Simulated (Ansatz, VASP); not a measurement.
# MoN2 in VASP and in Ansatz

```xyz
6
Lattice="4.3481 0.0000 0.0000 0.0000 4.3481 0.0000 0.0000 0.0000 2.7675" Properties=species:S:1:pos:R:3 pbc="T T T"
Mo    0.0000    0.0000    0.0000
Mo    2.1740    2.1740    0.0000
N     2.6595    3.8626    1.3837
N     1.6886    0.4854    1.3837
N     0.4854    2.6595    1.3837
N     3.8626    1.6886    1.3837
```

Measurements of this composition are mostly on another form, of space group No. 160.

Alike in both runs: task single point; functional PBEsol; k mesh 6 × 6 × 10; occupations fermi-dirac, width 0.05 eV; no spin polarisation.

|  | VASP | Ansatz |
| --- | --- | --- |
| version | VASP 6.6.1 | Ansatz 0.2.0 |
| potentials or method | VASP PAW PBE potentials, release 64 (Mo_sv, N) | Ansatz PAW |
| plane-wave cutoff (eV) | 520 | 420 |
| valence electrons in the cell | 48 | 48 |

```tsv
	VASP	Ansatz	Ansatz less VASP
gap on the k mesh at the Fermi level (eV)	none	none	-
pressure (GPa)	-13.5	-14.1	-0.61
largest component of the traceless stress (GPa)	1.18	0.85	-0.334
rms of the force components (eV/Å)	0.074	0.016	-0.0576
```

Atom by atom the forces differ by 0.058 eV/Å (rms over components). A gap of «none» marks a metal or a gap that the smearing closes.

Caveats: the PAW data sets were made with another functional, which shifts forces and pressure a little (VASP); the pressure holds a Pulay correction of +0.7 GPa for the finite cutoff (Ansatz); the PAW data sets come from PBE, with cores solved anew for the run's functional, which leaves a small shift of forces and pressure (Ansatz).
